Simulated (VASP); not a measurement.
Data:

```yaml
crystal:
  lattice:
    - [3.35240, 0.00000, 0.00000]
    - [-1.67620, 2.90326, 0.00000]
    - [0.00000, 0.00000, 3.40710]
  atoms:
    - { symbol: Hf, position: [0.00000, 0.00000, 0.00000] }
    - { symbol: S, position: [0.66667, 0.33333, 0.50000] }
```

Calculation: PBEsol GGA, VASP's PBE PAW potentials (set 64) (plane waves; VASP). Settings: 400 eV cut-off, 11×11×10 Γ-centred mesh, first-order Methfessel-Paxton smearing of 0.10 eV, potentials Hf_pv S.

Unless said otherwise, spin-orbit coupling is left out, though it shifts the bands of the heavy elements here.

Task: What does the run give for the energy per atom (σ→0), band gap (on the k-mesh) with the smallest direct gap where there is one?

Result: 
| Property | Result |
|---|---|
| band gap (on the k-mesh) | none (metal, semimetal or under 0.01 eV) |
| energy per atom (σ→0) | -9.104 eV/atom |

Only differences to runs with the same potentials and settings are physical.

The structure comes from a computed database's HfS entry (P-6m2); how it stands against other phases isn't given here. It was relaxed first. The start is the result of an earlier pass.
